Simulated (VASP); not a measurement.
Consider the following.

```yaml
crystal:
  lattice:
    - [3.91695, 0.00000, 0.00000]
    - [0.00000, 3.91695, 0.00000]
    - [0.00000, 0.00000, 3.91695]
  atoms:
    - { symbol: Sr, position: [0.00000, 0.00000, 0.00000] }
    - { symbol: Ti, position: [0.50000, 0.50000, 0.50000] }
    - { symbol: O, position: [0.50000, 0.00000, 0.50000] }
    - { symbol: O, position: [0.00000, 0.50000, 0.50000] }
    - { symbol: O, position: [0.50000, 0.50000, 0.00000] }
```

Calculation: rev-vdW-DF2, VASP's PBE PAW potentials (set 64) (plane waves; VASP). Settings: 520 eV cut-off, 6×6×6 Γ-centred mesh, tetrahedra with Blöchl corrections, potentials Sr_sv Ti_sv O.

The cores are frozen, which limits the accuracy of field gradients.

Give the principal components of the electric field gradient (V/Å²) and the asymmetry η at each nucleus.

```json
[
 {"atom": "Sr1", "Vxx": "0.0", "Vyy": "0.0", "Vzz": "0.0", "η": "-"},
 {"atom": "Ti2", "Vxx": "0.0", "Vyy": "0.0", "Vzz": "0.0", "η": "-"},
 {"atom": "O3", "Vxx": "-5.1", "Vyy": "-5.1", "Vzz": "10.2", "η": "0.00"},
 {"atom": "O4", "Vxx": "-5.1", "Vyy": "-5.1", "Vzz": "10.2", "η": "0.00"},
 {"atom": "O5", "Vxx": "-5.1", "Vyy": "-5.1", "Vzz": "10.2", "η": "0.00"}
]
```

The compound is SrTiO3 in the cubic perovskite structure, the ideal cubic form; the compound distorts at low or room temperature. It was relaxed first.
